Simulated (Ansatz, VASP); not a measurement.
**One calculation of Zr2Te3Pd2, two programs**

```
CELL_PARAMETERS angstrom
4.16462 2.40445 3.72187
-4.16462 2.40445 3.72187
0.00000 -4.80889 3.72187
ATOMIC_POSITIONS crystal
Zr 0.27754 0.27754 0.27754
Zr 0.72246 0.72246 0.72246
Te 0.00000 0.00000 0.50000
Te 0.50000 0.00000 0.00000
Te 0.00000 0.50000 0.00000
Pd 0.50000 0.50000 0.50000
Pd 0.00000 0.00000 0.00000
```

Alike in both runs: functional PBE; k mesh 3 × 3 × 3; occupations gaussian, width 0.2 eV; no spin polarisation.

Ansatz relaxed the structure, and its values are those at the end. VASP's run is a single point on that final structure, the one shown.

```csv
,VASP,Ansatz
version,VASP 6.6.1,Ansatz 0.2.0
potentials or method,"VASP PAW PBE potentials, release 64 (Zr_sv, Te, Pd)","scalar-relativistic, plane waves, PAW"
plane-wave cutoff (eV),520,420
valence electrons in the cell,62,108
```

Ansatz gave:

```
gap on the k mesh at the Fermi level (eV) : none
pressure (GPa)                            : 0.4
rms of the force components (eV/Å)        : 0.007
```

Problem. Estimate VASP's values.

Solution. gap on the k mesh at the Fermi level (eV): none; pressure (GPa): 0.4; rms of the force components (eV/Å): 0.020.

A gap of «none» marks a metal or a gap that the smearing closes. The functional is the same, so the differences come from potentials, cutoffs and numerics. The two sets of potentials don't hold the same shells in valence.

Spin-orbit coupling is left out, which matters for the levels of Te.
